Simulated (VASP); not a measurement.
Level of theory: PBEsol GGA, VASP's PBE PAW potentials (set 64) (plane waves; VASP 6.6.1).

The input files of a VASP run:

**KPOINTS**
```
Automatic mesh
0
Gamma
9 9 9
0 0 0
```

POSCAR:
```
CdS
1
    0.0000000000     2.6716566064     2.6716566064
    2.6716566064     0.0000000000     2.6716566064
    2.6716566064     2.6716566064     0.0000000000
Cd S
1 1
Direct
  0.0000000000   0.0000000000   0.0000000000
  0.2500000000   0.2500000000   0.2500000000
```

### INCAR
```
# general
SYSTEM   =  CdS
PREC     =  Accurate
ENCUT    =  500   # plane-wave cut-off (eV)
LREAL    =  .FALSE.   # projection in real space or not
LASPH    =  .TRUE.   # aspherical one-centre terms

# electronic loop
EDIFF    =  1E-6   # SCF stop (eV)
NELM     =  100
ALGO     =  Normal   # blocked Davidson
LMAXMIX  =  4   # l cut-off of mixed one-centre charges

# smearing
ISMEAR   =  0   # Gaussian
SIGMA    =  0.05

# functional
GGA      =  PS

# ions
IBRION   =  2
NSW      =  40   # most ionic steps
ISIF     =  3   # ions, shape and volume
EDIFFG   =  -0.02   # ionic stop
PSTRESS  =  300

# output
LWAVE    =  .FALSE.
LCHARG   =  .FALSE.
```

POTCAR, in this order: Cd S (PBE.64 set). Program: vasp_std.

What VASP printed:

OSZICAR:
```
       N       E                     dE             d eps       ncg     rms          rms(c)
DAV:   1     0.113176614342E+03    0.11318E+03   -0.94571E+03   934   0.128E+03
DAV:   2    -0.228172876589E+01   -0.11546E+03   -0.11024E+03  1045   0.307E+02
DAV:   3    -0.650042977406E+01   -0.42187E+01   -0.42095E+01  1110   0.619E+01
DAV:   4    -0.652676434666E+01   -0.26335E-01   -0.26331E-01  1000   0.495E+00
DAV:   5    -0.652708945812E+01   -0.32511E-03   -0.32511E-03  1100   0.541E-01    0.152E+01
DAV:   6    -0.600251610826E+01    0.52457E+00   -0.10346E+00  1355   0.188E+01    0.109E+01
DAV:   7    -0.597082649203E+01    0.31690E-01   -0.32848E-01   950   0.507E+00    0.383E+00
DAV:   8    -0.596725790858E+01    0.35686E-02   -0.41523E-02   980   0.341E+00    0.513E-01
DAV:   9    -0.596682121417E+01    0.43669E-03   -0.46708E-03  1035   0.129E+00    0.991E-02
DAV:  10    -0.596681613672E+01    0.50775E-05   -0.29073E-04  1015   0.311E-01    0.456E-02
DAV:  11    -0.596683237996E+01   -0.16243E-04   -0.40111E-05   950   0.634E-02    0.152E-02
DAV:  12    -0.596683190410E+01    0.47585E-06   -0.92290E-06  1095   0.594E-02
   1 F= 0.11745552E+01 E0= 0.11745552E+01  d E =0.117456E+01
```

File OUTCAR:
```
------------------------ aborting loop because EDIFF is reached ----------------------------------------
  FORCE on cell =-STRESS in cart. coord.  units (eV):
  Direction    XX          YY          ZZ          XY          YZ          ZX
  --------------------------------------------------------------------------------------
  Total        7.1370374      7.1370374      7.1370374      0.0000000      0.0000000      0.0000000
  in kB      299.8172720    299.8172720    299.8172720      0.0000000      0.0000000      0.0000000
  external PRESSURE =      -0.1827280 kB  Pullay stress =     300.0000000 kB
  volume of cell :       38.14
      direct lattice vectors                 reciprocal lattice vectors
     0.000000000  2.671656606  2.671656606    -0.187149800  0.187149800  0.187149800
     2.671656606  0.000000000  2.671656606     0.187149800 -0.187149800  0.187149800
     2.671656606  2.671656606  0.000000000     0.187149800  0.187149800 -0.187149800
  FREE ENERGIE OF THE ION-ELECTRON SYSTEM (eV)
  ---------------------------------------------------
  free  energy   TOTEN  =        -5.9668319041 eV

  energy  without entropy=       -5.9668319041  energy(sigma->0) =       -5.96683190
  enthalpy is  TOTEN    =         1.1745552472 eV   P V=        7.1413871513

 reached required accuracy - stopping structural energy minimisation
```
(Selected blocks of OUTCAR.)

The structure was generated: CdS was put into the zinc blende type (F-43m), which need not be its known phase. It was relaxed first under an external pressure of 30 GPa.
